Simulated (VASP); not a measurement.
**C: relaxation of cell and atoms with r2SCAN**

Crystal: C.

```
C
1.0
     2.45800    0.00000    0.00000
    -1.22900    2.12869    0.00000
     0.00000    0.00000    7.00940
C
4
Direct
  0.00000 0.00000 0.75000
  0.00000 0.00000 0.25000
  0.33333 0.66667 0.75000
  0.66667 0.33333 0.25000
```

* Program: VASP 6.6.1
* Task: relaxation of cell and atoms
* Functional: r2SCAN
* Potentials or basis: VASP PAW PBE potentials, release 64 (C)
* Cutoff: 520 eV
* k mesh: 15 × 15 × 6
* Occupations: gaussian, width 0.02 eV
* Spin: no spin polarisation
* Further INCAR settings: ALGO = Normal; EDIFF = 1e-07; IBRION = 2; EDIFFG = -0.002; NSW = 80; ISIF = 3

* Energy gained by relaxing: 0.0 meV/atom
* Ionic steps: 3
* Pressure after relaxing: 0.0 GPa
* Band gap on the k mesh: none (metal or under the smearing width)

Final structure:
```
C
1.0
     2.45792    0.00000    0.00000
    -1.22896    2.12862    0.00000
     0.00000    0.00000    7.00975
C
4
Direct
  0.00000 0.00000 0.75000
  0.00000 0.00000 0.25000
  0.33333 0.66667 0.75000
  0.66667 0.33333 0.25000
```

Levels at points of the mesh, in eV from the Fermi level:
| k point | band 5 | band 6 | band 7 | band 8 | band 9 | band 10 | band 11 | band 12 |
| --- | --- | --- | --- | --- | --- | --- | --- | --- |
| (0.00, 0.00, 0.00) | -3.21 | -3.21 | -3.20 | -3.20 | 4.07 | 8.71 | 8.71 | 8.74 |
| (0.00, 0.00, 0.50) | -3.20 | -3.20 | -3.20 | -3.20 | 6.51 | 6.51 | 8.72 | 8.72 |

It took 59 s on 4 MPI ranks on AMD EPYC 9R45 96-Core Processor (Zen 5), with other jobs on the host, peak memory 0.14 GiB a rank.

Caveat: the PAW data sets were made with another functional, which shifts forces and pressure a little.
